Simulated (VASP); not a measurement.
# MgC2 (P4_2/mnm) in VASP: settings compared, part 2 of 2

VASP 6.6.1. The steps go on from the part before.

## 3. Single point, PBEsol

INCAR reads:

```
SYSTEM = MgC2
  ALGO = Fast
  EDIFF = 1E-7
  ENCUT = 520
  GGA = PS
  ISIF = 2
  ISMEAR = 0
  LASPH = .True.
  LCHARG = .True.
  LELF = .True.
  LREAL = .False.
  LVHAR = .True.
  LWAVE = .False.
  NBANDS = 19
  NELM = 60
  PREC = Accurate
  SIGMA = 0.02
```

KPOINTS reads:

```
k-points
0
Gamma
  10 10 8
  0 0 0
```

POSCAR reads:

```
MgC2
1.0
    3.9204400000      0.0000000000      0.0000000000
    0.0000000000      3.9204400000      0.0000000000
    0.0000000000      0.0000000000      4.8989300000
Mg C
2 4
Direct
    0.5000000000      0.5000000000      0.0000000000
    0.0000000000      0.0000000000      0.5000000000
    0.8868800000      0.8868800000      0.0000000000
    0.6131200000      0.3868800000      0.5000000000
    0.1131200000      0.1131200000      0.0000000000
    0.3868800000      0.6131200000      0.5000000000
```

Potentials or basis: VASP PAW PBE potentials, release 64 (Mg, C).

On the command line:

```bash
> cat potpaw_PBE.64/Mg/POTCAR potpaw_PBE.64/C/POTCAR > POTCAR
> mpirun -np 1 vasp_std > vasp.out
```

Wall time 2.4 min (1 thread of Intel Xeon Platinum 8259CL at 2.50GHz (Skylake/Cascade Lake), shared host); peak memory 0.26 GiB.

It converged, with:

```yaml
Free_energy: -39.1159 eV
Pressure: 0.1 GPa
Band_gap_on_the_k_mesh: 2.31 eV, indirect (least direct gap 2.72 eV)
```

Forces on the atoms (eV/Å):
```
Mg   0.000  0.000  0.000
Mg   0.000  0.000  0.000
C   -0.002 -0.002  0.000
C    0.002 -0.002  0.000
C    0.002  0.002  0.000
C   -0.002  0.002  0.000
```

Levels at points of the mesh, in eV from the valence-band top:
| k point | band 6 | band 7 | band 8 | band 9 | band 10 | band 11 | band 12 | band 13 | band 14 | band 15 |
| --- | --- | --- | --- | --- | --- | --- | --- | --- | --- | --- |
| (0.00, 0.00, 0.00) | -3.08 | -1.38 | -0.51 | -0.41 | -0.41 | 2.31 | 5.17 | 5.46 | 5.46 | 7.01 |
| (0.50, 0.00, 0.00) | -2.23 | -1.76 | -1.76 | -0.32 | -0.32 | 5.26 | 5.26 | 5.38 | 5.38 | 7.76 |
| (0.50, 0.50, 0.00) | -1.84 | -1.81 | -1.81 | -1.03 | -1.03 | 3.72 | 3.72 | 6.70 | 6.70 | 8.08 |
| (0.00, 0.00, 0.50) | -2.87 | -0.84 | -0.84 | -0.34 | -0.34 | 3.44 | 3.44 | 5.64 | 5.64 | 9.22 |
| (0.50, 0.00, 0.50) | -1.61 | -1.39 | -1.39 | -0.76 | -0.76 | 3.91 | 3.91 | 6.41 | 6.41 | 9.50 |
| (0.50, 0.50, 0.50) | -2.87 | -2.78 | -2.78 | 0.00 | 0.00 | 5.16 | 5.16 | 7.85 | 7.85 | 8.11 |

Caveat: the standard files for N, O and F lose accuracy on very short bonds; the PAW data sets were made with another functional, which shifts forces and pressure a little.

## 4. Single point, PBEsol

Edit INCAR of step 3 so:

```diff
@@ -16,2 +16,2 @@
   PREC = Accurate
-  SIGMA = 0.02
+  SIGMA = 0.5
```

KPOINTS reads:

```
k-points
0
Gamma
  6 6 6
  0 0 0
```

POSCAR is that of step 3.

On the command line:

```bash
> cat potpaw_PBE.64/Mg/POTCAR potpaw_PBE.64/C/POTCAR > POTCAR
> mpirun -np 1 vasp_std > vasp.out
```

It took 56 s on 1 thread of Intel Xeon Platinum 8259CL at 2.50GHz (Skylake/Cascade Lake), shared host; peak memory 0.2 GiB.

Results (log left out):

```
Free energy            : -39.1159 eV
Pressure               : 0.1 GPa
Band gap on the k mesh : 2.31 eV, indirect (least direct gap 2.72 eV)
```

Forces in eV/Å, atoms in the order of the input:
```
Mg   0.000  0.000  0.000
Mg   0.000  0.000  0.000
C   -0.002 -0.002  0.000
C    0.002 -0.002  0.000
C    0.002  0.002  0.000
C   -0.002  0.002  0.000
```

Levels at points of the mesh, in eV from the valence-band top:
```
           k point  band 7  band 8  band 9  band 10  band 11  band 12  band 13  band 14
(0.00, 0.00, 0.00)   -1.38   -0.51   -0.41    -0.41     2.31     5.17     5.46     5.46
(0.50, 0.00, 0.00)   -1.76   -1.76   -0.32    -0.32     5.26     5.26     5.38     5.38
(0.50, 0.50, 0.00)   -1.81   -1.81   -1.03    -1.03     3.72     3.72     6.70     6.70
(0.00, 0.00, 0.50)   -0.84   -0.84   -0.34    -0.34     3.44     3.44     5.64     5.64
(0.50, 0.00, 0.50)   -1.39   -1.39   -0.76    -0.76     3.91     3.91     6.41     6.41
(0.50, 0.50, 0.50)   -2.78   -2.78    0.00     0.00     5.16     5.16     7.85     7.85
```

Caveat: the standard files for N, O and F lose accuracy on very short bonds; the PAW data sets were made with another functional, which shifts forces and pressure a little. PBEsol gaps usually lie below the measured ones, often by a third to a half.

## 5. Single point, PBEsol

Edit INCAR of step 4 so:

```diff
@@ -3,3 +3,3 @@
   EDIFF = 1E-7
-  ENCUT = 520
+  ENCUT = 900
   GGA = PS
@@ -16,2 +16,2 @@
   PREC = Accurate
-  SIGMA = 0.5
+  SIGMA = 0.02
```

KPOINTS is that of step 4.

POSCAR is that of step 4.

Potentials or basis: VASP PAW PBE potentials, release 64 (Mg, C_h).

On the command line:

```bash
> cat potpaw_PBE.64/Mg/POTCAR potpaw_PBE.64/C_h/POTCAR > POTCAR
> mpirun -np 1 vasp_std > vasp.out
```

Wall time 2 min (1 thread of Intel Xeon Platinum 8259CL at 2.50GHz (Skylake/Cascade Lake), shared host); peak memory 0.32 GiB.

Results (log left out):

| Quantity | Value |
| --- | --- |
| Free energy | -39.1712 eV |
| Pressure | -0.1 GPa |
| Largest force | 0.101 eV/Å |
| Band gap on the k mesh | 2.31 eV, indirect (least direct gap 2.72 eV) |

Forces on the atoms (eV/Å):
```
Mg   0.000  0.000  0.000
Mg   0.000  0.000  0.000
C    0.072  0.072  0.000
C   -0.072  0.072  0.000
C   -0.072 -0.072  0.000
C    0.072 -0.072  0.000
```

Stress tensor (GPa, compression positive):
```
-0.21  0.00  0.00
 0.00 -0.21  0.00
 0.00  0.00 -0.03
```

Levels at points of the mesh, in eV from the valence-band top:
```
           k point  band 6  band 7  band 8  band 9  band 10  band 11  band 12  band 13  band 14  band 15
(0.00, 0.00, 0.00)   -3.08   -1.38   -0.50   -0.41    -0.41     2.31     5.17     5.46     5.46     7.01
(0.50, 0.00, 0.00)   -2.23   -1.76   -1.76   -0.32    -0.32     5.26     5.26     5.38     5.38     7.76
(0.50, 0.50, 0.00)   -1.84   -1.81   -1.81   -1.03    -1.03     3.72     3.72     6.70     6.70     8.08
(0.00, 0.00, 0.50)   -2.88   -0.83   -0.83   -0.34    -0.34     3.44     3.44     5.64     5.64     9.22
(0.50, 0.00, 0.50)   -1.61   -1.39   -1.39   -0.75    -0.75     3.91     3.91     6.41     6.41     9.50
(0.50, 0.50, 0.50)   -2.87   -2.78   -2.78    0.00     0.00     5.16     5.16     7.85     7.85     8.11
```

Caveat: the cutoff is under 1.25 times the usual one of these potentials, so pressure, stress and relaxed cells hold a basis-set (Pulay) error; the PAW data sets were made with another functional, which shifts forces and pressure a little. A k mesh can miss the band edges.

## 6. Single point, r2SCAN

INCAR reads:

```
SYSTEM = MgC2
  ALGO = Normal
  EDIFF = 1E-7
  ENCUT = 520
  ISIF = 2
  ISMEAR = 0
  LASPH = .True.
  LCHARG = .True.
  LELF = .True.
  LMIXTAU = .True.
  LREAL = .False.
  LVHAR = .True.
  LWAVE = .False.
  METAGGA = R2SCAN
  NBANDS = 19
  NELM = 60
  PREC = Accurate
  SIGMA = 0.02
```

KPOINTS is that of step 5.

POSCAR is that of step 5.

Potentials or basis: VASP PAW PBE potentials, release 64 (Mg, C).

On the command line:

```bash
> cat potpaw_PBE.64/Mg/POTCAR potpaw_PBE.64/C/POTCAR > POTCAR
> mpirun -np 1 vasp_std > vasp.out
```

Run time: 4.4 min. Hardware: 1 thread of Intel Xeon Platinum 8259CL at 2.50GHz (Skylake/Cascade Lake), shared host; peak memory 0.2 GiB.

Results (log left out):

```yaml
Free_energy: -46.2236 eV
Pressure: 0.0 GPa
Largest_force: 0.673 eV/Å
Band_gap_on_the_k_mesh: 2.78 eV, indirect (least direct gap 3.11 eV)
```

Forces in eV/Å, atoms in the order of the input:
```
Mg   0.000  0.000  0.000
Mg   0.000  0.000  0.000
C    0.476  0.476  0.000
C   -0.476  0.476  0.000
C   -0.476 -0.476  0.000
C    0.476 -0.476  0.000
```

Stress tensor (GPa, compression positive):
```
-0.47  0.00  0.00
 0.00 -0.47  0.00
 0.00  0.00  0.83
```

Levels at points of the mesh, in eV from the valence-band top:
```csv
k point,band 8,band 9,band 10,band 11,band 12,band 13
"(0.00, 0.00, 0.00)",-0.40,-0.33,-0.33,2.78,5.67,5.98
"(0.50, 0.00, 0.00)",-1.82,-0.29,-0.29,5.83,5.83,5.92
"(0.50, 0.50, 0.00)",-1.74,-1.02,-1.02,4.25,4.25,7.57
"(0.00, 0.00, 0.50)",-0.72,-0.33,-0.33,3.93,3.93,6.20
"(0.50, 0.00, 0.50)",-1.39,-0.66,-0.66,4.41,4.41,6.97
"(0.50, 0.50, 0.50)",-2.72,0.00,0.00,5.70,5.70,8.76
```

Caveat: the standard files for N, O and F lose accuracy on very short bonds; the PAW data sets were made with another functional, which shifts forces and pressure a little.

## 7. Summary

```tsv
level	potentials or basis	k mesh	cutoff (eV)	smearing	gap on the mesh (eV)	pressure (GPa)	largest force (eV/Å)
PBEsol	VASP PAW PBE potentials, release 64 (Mg, C)	6 × 6 × 6	700	gaussian 0.02 eV	2.32	0.0	0.01
PBEsol	VASP PAW PBE potentials, release 64 (Mg, C)	10 × 10 × 8	520	gaussian 0.02 eV	2.31	0.1	-
PBEsol	VASP PAW PBE potentials, release 64 (Mg, C)	6 × 6 × 6	520	gaussian 0.5 eV	2.31	0.1	-
PBEsol	VASP PAW PBE potentials, release 64 (Mg, C_h)	6 × 6 × 6	900	gaussian 0.02 eV	2.31	-0.1	0.10
r2SCAN	VASP PAW PBE potentials, release 64 (Mg, C)	6 × 6 × 6	520	gaussian 0.02 eV	2.78	0.0	0.67
```

Alike in all rows: task single point; no spin polarisation; cell as given.

Caveats: the PAW data sets were made with another functional, which shifts forces and pressure a little; the standard files for N, O and F lose accuracy on very short bonds (some runs); the cutoff is under 1.25 times the usual one of these potentials, so pressure, stress and relaxed cells hold a basis-set (Pulay) error (some runs).

Absolute energies hang on the potentials; compare differences alone.
